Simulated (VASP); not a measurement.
A run of VASP 6.6.1 is set up as follows.

POSCAR

```
MgO
1.0
    0.0000000000      2.1038000000      2.1038000000
    2.1038000000      0.0000000000      2.1038000000
    2.1038000000      2.1038000000      0.0000000000
Mg O
1 1
Direct
    0.0000000000      0.0000000000      0.0000000000
    0.5000000000      0.5000000000      0.5000000000
```

File INCAR.step1:

```
SYSTEM = MgO
PREC     = Accurate       ! precision mode
ENCUT    = 520            ! plane-wave cutoff, eV
EDIFF    = 1E-5           ! SCF threshold, eV
ISMEAR   = 0              ! smearing method
SIGMA    = 0.02           ! smearing width, eV
LREAL    = .False.        ! projectors in reciprocal space
LASPH    = .True.         ! aspherical terms in the spheres
NELM     = 100            ! most SCF steps
ALGO     = Normal         ! electronic algorithm
ISIF     = 2              ! what is computed and relaxed
LWAVE    = .True.         ! write WAVECAR
LCHARG   = .False.        ! write CHGCAR
GGA      = PE             ! functional
```

INCAR.step2

```
SYSTEM = MgO
PREC     = Accurate       ! precision mode
ENCUT    = 520            ! plane-wave cutoff, eV
EDIFF    = 1E-6           ! SCF threshold, eV
ISMEAR   = 0              ! smearing method
SIGMA    = 0.02           ! smearing width, eV
LREAL    = .False.        ! projectors in reciprocal space
LASPH    = .True.         ! aspherical terms in the spheres
NELM     = 100            ! most SCF steps
ALGO     = Normal         ! electronic algorithm
ISIF     = 2              ! what is computed and relaxed
LWAVE    = .False.        ! write WAVECAR
LCHARG   = .False.        ! write CHGCAR
METAGGA  = MBJ            ! meta-GGA
ISTART   = 1
```

KPOINTS

```
regular mesh
0
Gamma
  10 10 10
  0 0 0
```

The input KPOINTS_OPT:

```
path GXWKGLUWLK,UX
10
line-mode
reciprocal
 0.0000000000  0.0000000000  0.0000000000  G
 0.5000000000  0.0000000000  0.5000000000  X

 0.5000000000  0.0000000000  0.5000000000  X
 0.5000000000  0.2500000000  0.7500000000  W

 0.5000000000  0.2500000000  0.7500000000  W
 0.3750000000  0.3750000000  0.7500000000  K

 0.3750000000  0.3750000000  0.7500000000  K
 0.0000000000  0.0000000000  0.0000000000  G

 0.0000000000  0.0000000000  0.0000000000  G
 0.5000000000  0.5000000000  0.5000000000  L

 0.5000000000  0.5000000000  0.5000000000  L
 0.6250000000  0.2500000000  0.6250000000  U

 0.6250000000  0.2500000000  0.6250000000  U
 0.5000000000  0.2500000000  0.7500000000  W

 0.5000000000  0.2500000000  0.7500000000  W
 0.5000000000  0.5000000000  0.5000000000  L

 0.5000000000  0.5000000000  0.5000000000  L
 0.3750000000  0.3750000000  0.7500000000  K

 0.6250000000  0.2500000000  0.6250000000  U
 0.5000000000  0.0000000000  0.5000000000  X
```

Potentials or basis: VASP PAW PBE potentials, release 64 (Mg, O).

Command:

```sh
$ cat potpaw_PBE.64/Mg/POTCAR potpaw_PBE.64/O/POTCAR > POTCAR
$ cp INCAR.step1 INCAR
$ mpirun -np 1 vasp_std > vasp.out
$ cp INCAR.step2 INCAR
$ mpirun -np 1 vasp_std > vasp.out
```

(1) Predict the band gap along the path.

(2) Predict the band gap on the k mesh.

Results:

(1) 6.80 eV, direct.

(2) 6.80 eV, direct.

**What was measured.**

“Electronic structure of alkaline earth and post-transition metal oxides”, 2009, arxiv:0908.1581 quotes, for a bulk crystal of MgO: band gap 7.83 eV.

Measured gap of MgO: 7.83 eV (quoted in “Electronic structure of alkaline earth and post-transition metal oxides”, 2009, arxiv:0908.1581). This calculation gives 6.80 eV (-1.03 eV). The value is that of TB-mBJ, without temperature or zero-point motion.
